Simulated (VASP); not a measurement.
Consider the following.

```yaml
crystal:
  lattice:
    - [0.00000, 3.03535, 3.03535]
    - [3.03535, 0.00000, 3.03535]
    - [3.03535, 3.03535, 0.00000]
  atoms:
    - { symbol: Cu, position: [0.00000, 0.00000, 0.00000] }
    - { symbol: I, position: [0.25000, 0.25000, 0.25000] }
```

Computed with PBE GGA, VASP's PBE PAW potentials (set 64) (plane waves; VASP). Numerical set-up: 480 eV cut-off, 8×8×8 Γ-centred mesh, Gaussian smearing of 0.050 eV, potentials Cu I.

Each relaxation starts from this cell; other phases were not tried.

Problem. The cell is relaxed at 1 GPa. What happens?

Solution. The volume per atom goes from 27.97 to 27.41 Å³ (-2.0 %), and the cell becomes a = b = c = 6.030 Å, α = β = γ = 90.00°, space group F-43m. The gap on the mesh goes from 1.13 to 1.19 eV.

Problem. The cell is relaxed at 30 GPa. What happens?

Solution. The volume per atom goes from 27.97 to 20.21 Å³ (-27.7 %), and the cell becomes a = b = c = 5.4481 Å, α = β = γ = 90.00°, space group F-43m. The gap on the mesh goes from 1.13 to 1.93 eV.

Failed runs are left out, and for metals the shear rows, which the mesh's noise covers.

The compound is CuI in the zinc blende structure.
